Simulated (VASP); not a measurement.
The input files of a VASP run:

File KPOINTS:
```
Automatic mesh
0
Gamma
12 12 12
0 0 0
```

INCAR:
```
SYSTEM = MgCd
PREC = Accurate
ENCUT = 400
EDIFF = 1E-8
NELM = 100
ALGO = Normal
LREAL = .FALSE.
LASPH = .TRUE.
ISMEAR = 1
SIGMA = 0.1
LMAXMIX = 4
LWAVE = .FALSE.
LCHARG = .FALSE.
IBRION = 1
ISIF = 2
NSW = 30
EDIFFG = -0.001
```

**POSCAR**
```
MgCd
1
    1.5731919887     0.9082828288     4.6627476124
   -1.5731919887     0.9082828288     4.6627476124
    0.0000000000    -1.8165656575     4.6627476124
Mg Cd
1 1
Direct
  0.5000000000   0.5000000000   0.5000000000
  0.0000000000   0.0000000000   1.0000000000
```

POTCAR, in this order: Mg Cd (LDA.64 set). Program: vasp_std.

**Question.** Translate this LDA calculation to Quantum ESPRESSO's pw.x.

**Answer.** One equivalent input (not run):
```
&CONTROL
  calculation = 'relax'
  pseudo_dir = './pseudo'
  outdir = './out'
  tprnfor = .true.
  tstress = .true.
  nstep = 30
  forc_conv_thr = 3.9e-05
/
&SYSTEM
  ibrav = 0
  nat = 2
  ntyp = 2
  ecutwfc = 102
  occupations = 'smearing'
  smearing = 'methfessel-paxton'
  degauss = 0.00735
  input_dft = 'pz'
/
&ELECTRONS
  conv_thr = 7.3e-10
  electron_maxstep = 100
/
&IONS
/
ATOMIC_SPECIES
  Mg 24.305 Mg.upf
  Cd 112.414 Cd.upf
CELL_PARAMETERS angstrom
     1.5731920    0.9082828    4.6627476
    -1.5731920    0.9082828    4.6627476
     0.0000000   -1.8165657    4.6627476
ATOMIC_POSITIONS crystal
  Mg   0.5000000  0.5000000  0.5000000
  Cd   0.0000000  0.0000000  1.0000000
K_POINTS automatic
  12 12 12 0 0 0
```
What does not carry over: the potentials are each code's own (VASP's PAW set, PseudoDojo norm-conserving files in pw.x), so ENCUT and ecutwfc are chosen apart and not converted; conv_thr bounds pw.x's estimated SCF error, while EDIFF bounds the energy change between steps; forc_conv_thr acts on force components and is met together with etot_conv_thr.

The structure comes from a computed database's MgCd entry (R-3m); how it stands against other phases isn't given here. It was relaxed first, which changed the volume by -8 %. The start is the result of an earlier pass.
